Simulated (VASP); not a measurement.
All values below come from PBEsol GGA, VASP's PBE PAW potentials (set 64) (plane waves; VASP).

The input files of a VASP run:

### KPOINTS
```
Automatic mesh
0
Gamma
7 7 11
0 0 0
```

### POSCAR
```
CrO2
1
    4.2409646986     0.0000000000     0.0000000000
    0.0000000000     4.2409646986     0.0000000000
    0.0000000000     0.0000000000     2.8215408041
Cr O
2 4
Direct
  0.0000000000   0.0000000000   0.0000000000
  0.5000000000   0.5000000000   0.5000000000
  0.3016639139   0.3016639139   0.0000000000
  0.8016639139   0.1983360861   0.5000000000
  0.1983360861   0.8016639139   0.5000000000
  0.6983360861   0.6983360861   0.0000000000
```

### INCAR
```
ENCUT = 620   ! plane-wave cut-off (eV)
ISIF = 3   ! ions, shape and volume
SYSTEM = CrO2
LMAXMIX = 4   ! l cut-off of mixed one-centre charges
MAGMOM = 2*2.1 4*-0.1
ISPIN = 2   ! spin-polarised
IBRION = 2   ! conjugate gradients
LWAVE = .FALSE.
EDIFFG = -0.02
NSW = 40   ! most ionic steps
SIGMA = 0.1
LASPH = .TRUE.   ! aspherical one-centre terms
NELM = 100   ! most electronic steps
PSTRESS = 450
PREC = Accurate
GGA = PS
LREAL = .FALSE.   ! projection in real space or not
LORBIT = 10
LCHARG = .FALSE.
ISMEAR = 1
ALGO = Normal
EDIFF = 1E-6   ! SCF stop (eV)
```

POTCAR, in this order: Cr_pv O (PBE.64 set). Program: vasp_std.

The run wrote:

**OSZICAR**
```
...
DAV:   4    -0.670423041300E+02   -0.20856E+01   -0.20258E+01  8404   0.305E+01
DAV:   5    -0.670866924621E+02   -0.44388E-01   -0.44286E-01  8926   0.451E+00    0.510E+01
DAV:   6    -0.572943181249E+02    0.97924E+01   -0.12647E+02  8212   0.103E+02    0.282E+01
DAV:   7    -0.544089014594E+02    0.28854E+01   -0.69288E+01  8584   0.889E+01    0.219E+01
DAV:   8    -0.527258567280E+02    0.16830E+01   -0.53019E+00  7962   0.237E+01    0.655E+00
DAV:   9    -0.526137324259E+02    0.11212E+00   -0.12368E+00  9574   0.104E+01    0.204E+00
DAV:  10    -0.526028888761E+02    0.10844E-01   -0.16563E-01  8022   0.432E+00    0.102E+00
DAV:  11    -0.526032093673E+02   -0.32049E-03   -0.90112E-03  9770   0.694E-01    0.457E-01
DAV:  12    -0.526030594499E+02    0.14992E-03   -0.15412E-03  8970   0.423E-01    0.224E-01
DAV:  13    -0.526030556902E+02    0.37597E-05   -0.27335E-04  9676   0.162E-01    0.672E-02
DAV:  14    -0.526030319415E+02    0.23749E-04   -0.82651E-05  9196   0.848E-02    0.225E-02
DAV:  15    -0.526030313623E+02    0.57925E-06   -0.12711E-05  9286   0.314E-02    0.929E-03
DAV:  16    -0.526030312206E+02    0.14166E-06   -0.93055E-07  4894   0.781E-03
   1 F= -.38349660E+02 E0= -.38349362E+02  d E =-.383497E+02  mag=     4.0000
       N       E                     dE             d eps       ncg     rms          rms(c)
DAV:   1    -0.555409171509E+02   -0.29379E+01   -0.12635E+02  7208   0.125E+02    0.285E+01
DAV:   2    -0.514539005018E+02    0.40870E+01   -0.15024E+01  7208   0.455E+01    0.989E+00
DAV:   3    -0.508998667611E+02    0.55403E+00   -0.45331E+00  8470   0.199E+01    0.822E+00
DAV:   4    -0.506565207474E+02    0.24335E+00   -0.11534E+00  7250   0.126E+01    0.142E+00
DAV:   5    -0.506446010845E+02    0.11920E-01   -0.56178E-02  7488   0.203E+00    0.810E-01
DAV:   6    -0.506406942182E+02    0.39069E-02   -0.78357E-03  8908   0.857E-01    0.322E-01
DAV:   7    -0.506403804005E+02    0.31382E-03   -0.25549E-03  8564   0.466E-01    0.163E-01
DAV:   8    -0.506404121265E+02   -0.31726E-04   -0.31683E-04 10306   0.168E-01    0.972E-02
DAV:   9    -0.506404168035E+02   -0.46770E-05   -0.15876E-05  8984   0.317E-02    0.582E-02
DAV:  10    -0.506404169094E+02   -0.10585E-06   -0.20599E-06  6034   0.128E-02
   2 F= -.37949110E+02 E0= -.37949063E+02  d E =0.400551E+00  mag=     3.9482
       N       E                     dE             d eps       ncg     rms          rms(c)
DAV:   1    -0.548532157866E+02   -0.42128E+01   -0.67235E+01  7200   0.969E+01    0.196E+01
DAV:   2    -0.534348964979E+02    0.14183E+01   -0.16583E+01  7320   0.502E+01    0.124E+01
DAV:   3    -0.523177699144E+02    0.11171E+01   -0.38298E+00  7886   0.205E+01    0.579E+00
DAV:   4    -0.522560286443E+02    0.61741E-01   -0.95810E-01  7230   0.610E+00    0.217E+00
DAV:   5    -0.522171184002E+02    0.38910E-01   -0.11247E-01  9770   0.326E+00    0.859E-01
DAV:   6    -0.522148491313E+02    0.22693E-02   -0.31825E-02  7464   0.118E+00    0.433E-01
DAV:   7    -0.522132488819E+02    0.16002E-02   -0.68413E-03  8758   0.673E-01    0.133E-01
DAV:   8    -0.522133070198E+02   -0.58138E-04   -0.45618E-04  9126   0.179E-01    0.858E-02
DAV:   9    -0.522132893900E+02    0.17630E-04   -0.92791E-05  9442   0.765E-02    0.407E-02
DAV:  10    -0.522132908370E+02   -0.14470E-05   -0.11665E-05  7720   0.291E-02    0.116E-02
DAV:  11    -0.522132903317E+02    0.50526E-06   -0.52796E-07  4386   0.703E-03
   3 F= -.38432690E+02 E0= -.38432415E+02  d E =-.830291E-01  mag=     4.0002
       N       E                     dE             d eps       ncg     rms          rms(c)
DAV:   1    -0.521992254505E+02    0.14065E-01   -0.11059E-02  7212   0.120E+00    0.246E-01
DAV:   2    -0.521989160245E+02    0.30943E-03   -0.18981E-03  7244   0.521E-01    0.131E-01
DAV:   3    -0.521988171541E+02    0.98870E-04   -0.59181E-04  8266   0.249E-01    0.777E-02
DAV:   4    -0.521987949529E+02    0.22201E-04   -0.13446E-04  7338   0.112E-01    0.141E-02
DAV:   5    -0.521987935582E+02    0.13947E-05   -0.65984E-06  7458   0.193E-02    0.767E-03
DAV:   6    -0.521987934152E+02    0.14293E-06   -0.15817E-06  3852   0.124E-02
   4 F= -.38432787E+02 E0= -.38432515E+02  d E =-.831264E-01  mag=     4.0002
       N       E                     dE             d eps       ncg     rms          rms(c)
DAV:   1    -0.521893281102E+02    0.94654E-02   -0.47563E-03  7212   0.786E-01    0.163E-01
DAV:   2    -0.521891916028E+02    0.13651E-03   -0.81371E-04  7248   0.341E-01    0.855E-02
DAV:   3    -0.521891496479E+02    0.41955E-04   -0.25565E-04  8286   0.163E-01    0.516E-02
DAV:   4    -0.521891400680E+02    0.95799E-05   -0.58264E-05  7332   0.745E-02    0.922E-03
DAV:   5    -0.521891395353E+02    0.53278E-06   -0.27841E-06  5886   0.129E-02
   5 F= -.38432765E+02 E0= -.38432494E+02  d E =-.831048E-01  mag=     4.0002
       N       E                     dE             d eps       ncg     rms          rms(c)
DAV:   1    -0.521845664571E+02    0.45736E-02   -0.58905E-01  7200   0.568E+00    0.650E-01
DAV:   2    -0.521818382739E+02    0.27282E-02   -0.22839E-02  8596   0.143E+00    0.490E-01
DAV:   3    -0.521807174798E+02    0.11208E-02   -0.37189E-03  9110   0.634E-01    0.279E-01
DAV:   4    -0.521802576730E+02    0.45981E-03   -0.19421E-03  9398   0.379E-01    0.198E-01
DAV:   5    -0.521802538975E+02    0.37756E-05   -0.21726E-04  8568   0.127E-01    0.107E-01
DAV:   6    -0.521802427817E+02    0.11116E-04   -0.25786E-05 10434   0.349E-02    0.855E-02
DAV:   7    -0.521802405130E+02    0.22687E-05   -0.78825E-06  9014   0.231E-02    0.297E-02
DAV:   8    -0.521802403441E+02    0.16895E-06   -0.18572E-06  5100   0.109E-02
   6 F= -.38433618E+02 E0= -.38433419E+02  d E =-.852390E-03  mag=     4.0001
       N       E                     dE             d eps       ncg     rms          rms(c)
DAV:   1    -0.521840140528E+02   -0.37735E-02   -0.58782E-02  7200   0.180E+00    0.205E-01
DAV:   2    -0.521837458461E+02    0.26821E-03   -0.22945E-03  8596   0.457E-01    0.155E-01
DAV:   3    -0.521836329401E+02    0.11291E-03   -0.37038E-04  9112   0.203E-01    0.879E-02
DAV:   4    -0.521835850935E+02    0.47847E-04   -0.19927E-04  9446   0.120E-01    0.631E-02
DAV:   5    -0.521835847887E+02    0.30474E-06   -0.22209E-05  8496   0.399E-02    0.339E-02
DAV:   6    -0.521835837004E+02    0.10884E-05   -0.21992E-06  6508   0.107E-02    0.267E-02
DAV:   7    -0.521835834422E+02    0.25820E-06   -0.85633E-07  4168   0.810E-03
   7 F= -.38433857E+02 E0= -.38433632E+02  d E =-.109213E-02  mag=     4.0002
       N       E                     dE             d eps       ncg     rms          rms(c)
DAV:   1    -0.522073393399E+02   -0.23756E-01   -0.66508E-02  7200   0.239E+00    0.408E-01
DAV:   2    -0.522064925306E+02    0.84681E-03   -0.48949E-03  7292   0.815E-01    0.197E-01
DAV:   3    -0.522062718889E+02    0.22064E-03   -0.15229E-03  8622   0.387E-01    0.155E-01
DAV:   4    -0.522061778983E+02    0.93991E-04   -0.42095E-04  8080   0.214E-01    0.449E-02
DAV:   5    -0.522061739927E+02    0.39056E-05   -0.28399E-05 10270   0.374E-02    0.305E-02
DAV:   6    -0.522061721702E+02    0.18226E-05   -0.20923E-06  5612   0.149E-02    0.207E-02
DAV:   7    -0.522061707839E+02    0.13862E-05   -0.19219E-06  4714   0.139E-02    0.650E-03
DAV:   8    -0.522061707610E+02    0.22927E-07   -0.77356E-07  3870   0.792E-03
   8 F= -.38434020E+02 E0= -.38433796E+02  d E =-.162618E-03  mag=     4.0001
       N       E                     dE             d eps       ncg     rms          rms(c)
DAV:   1    -0.522015716945E+02    0.45991E-02   -0.28694E-03  7200   0.496E-01    0.852E-02
DAV:   2    -0.522015351711E+02    0.36523E-04   -0.21137E-04  7292   0.169E-01    0.412E-02
DAV:   3    -0.522015257853E+02    0.93858E-05   -0.65680E-05  8646   0.805E-02    0.324E-02
DAV:   4    -0.522015220099E+02    0.37754E-05   -0.18175E-05  8094   0.445E-02    0.956E-03
DAV:   5    -0.522015219016E+02    0.10827E-06   -0.91161E-07  4084   0.770E-03
   9 F= -.38434033E+02 E0= -.38433808E+02  d E =-.175415E-03  mag=     4.0001
```

**OUTCAR**
```
------------------------ aborting loop because EDIFF is reached ----------------------------------------
  FORCE on cell =-STRESS in cart. coord.  units (eV):
  Direction    XX          YY          ZZ          XY          YZ          ZX
  --------------------------------------------------------------------------------------
  Total       13.6635705     13.6635705     13.7306618      0.0000000      0.0000000      0.0000000
  in kB      446.6033495    446.6033495    448.7962755      0.0000000      0.0000000      0.0000000
  external PRESSURE =      -2.6656751 kB  Pullay stress =     450.0000000 kB
  volume of cell :       49.02
      direct lattice vectors                 reciprocal lattice vectors
     4.185754822 -0.000000000  0.000000000     0.238905536  0.000000000  0.000000000
    -0.000000000  4.185754822  0.000000000     0.000000000  0.238905536  0.000000000
     0.000000000  0.000000000  2.797726374     0.000000000  0.000000000  0.357433096
 POSITION                                       TOTAL-FORCE (eV/Angst)
 -----------------------------------------------------------------------------------
      0.00000      0.00000      0.00000        -0.000000      0.000000     -0.000000
      2.09288      2.09288      1.39886        -0.000000      0.000000     -0.000000
      1.26189      1.26189      0.00000         0.013062      0.013062      0.000000
      3.35476      0.83099      1.39886         0.013062     -0.013062     -0.000000
      0.83099      3.35476      1.39886        -0.013062      0.013062     -0.000000
      2.92387      2.92387      0.00000        -0.013062     -0.013062     -0.000000
 -----------------------------------------------------------------------------------
    total drift:                                0.000000      0.000000      0.000000
  FREE ENERGIE OF THE ION-ELECTRON SYSTEM (eV)
  ---------------------------------------------------
  free  energy   TOTEN  =       -52.2015219016 eV

  energy  without entropy=      -52.2008479637  energy(sigma->0) =      -52.20129726
  enthalpy is  TOTEN    =       -38.4340328183 eV   P V=       13.7674890833

 total charge

# of ion       s       p       d       tot
------------------------------------------
    1        0.427   6.638   4.298  11.363
    2        0.427   6.638   4.298  11.363
    3        1.571   3.540   0.000   5.112
    4        1.571   3.540   0.000   5.112
    5        1.571   3.540   0.000   5.112
    6        1.571   3.540   0.000   5.112
--------------------------------------------------
tot          7.139  27.438   8.596  43.173

 magnetization (x)

# of ion       s       p       d       tot
------------------------------------------
    1        0.021   0.039   1.920   1.980
    2        0.021   0.039   1.920   1.980
    3       -0.002  -0.019   0.000  -0.021
    4       -0.002  -0.019   0.000  -0.021
    5       -0.002  -0.019   0.000  -0.021
    6       -0.002  -0.019   0.000  -0.021
--------------------------------------------------
tot          0.033   0.004   3.840   3.876

 reached required accuracy - stopping structural energy minimisation
```
(Selected blocks of OUTCAR.)

### CONTCAR
```
CrO2
   1.00000000000000
     4.1857548218677927   -0.0000000000000000    0.0000000000000000
    -0.0000000000000000    4.1857548218677927    0.0000000000000000
     0.0000000000000000    0.0000000000000000    2.7977263744404652
  Cr              O
     2     4
Direct
     0.0000000000000000    0.0000000000000000    0.0000000000000000
     0.5000000000000000    0.5000000000000000    0.5000000000000000
     0.3014717221785119    0.3014717221785119    0.0000000000000000
     0.8014717221785118    0.1985282778214880    0.5000000000000000
     0.1985282778214880    0.8014717221785118    0.5000000000000000
     0.6985282778214882    0.6985282778214882    0.0000000000000000
```

Energy and stress use the plane-wave basis of the starting cell.

The compound is CrO2 in the rutile structure. This run relaxes it under an external pressure of 45 GPa. Symmetry was kept, so distortions that lower it aren't found.
